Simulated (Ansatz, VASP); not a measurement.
## Ti2NbB3 in VASP and in Ansatz

```
CELL_PARAMETERS angstrom
3.01103 0.00000 0.00000
0.00000 3.01103 0.00000
0.00000 0.00000 7.36082
ATOMIC_POSITIONS crystal
Ti 0.50000 0.50000 0.33514
Ti 0.50000 0.50000 0.66486
Nb 0.50000 0.50000 0.00000
B 0.00000 0.00000 0.80046
B 0.00000 0.00000 0.19954
B 0.00000 0.00000 0.50000
```

Change from the starting cell: species swapped into the Li3Tl2Cd type (P4/mmm, No. 123).

Alike in both runs: functional PBE; k mesh 6 × 6 × 2; occupations gaussian, width 0.1 eV; no spin polarisation.

Ansatz relaxed the structure, and its values are those at the end. VASP's run is a single point on that final structure, the one shown.

|  | VASP | Ansatz |
| --- | --- | --- |
| version | VASP 6.6.1 | Ansatz 0.2.0 |
| potentials or method | VASP PAW PBE potentials, release 64 (Ti_sv, Nb_sv, B) | scalar-relativistic, plane waves, PAW |
| plane-wave cutoff (eV) | 520 | 420 |
| valence electrons in the cell | 46 | 46 |

Ansatz gave:

* gap on the k mesh at the Fermi level (eV): none
* pressure (GPa): -0.2
* rms of the force components (eV/Å): 0.001

**Question.** Estimate VASP's values.

**Answer.** gap on the k mesh at the Fermi level (eV): none; pressure (GPa): -0.3; rms of the force components (eV/Å): 0.005.

A gap of «none» marks a metal or a gap that the smearing closes.

Caveats: the k mesh is coarse (spacing up to 0.43 Å⁻¹), so the values aren't converged.
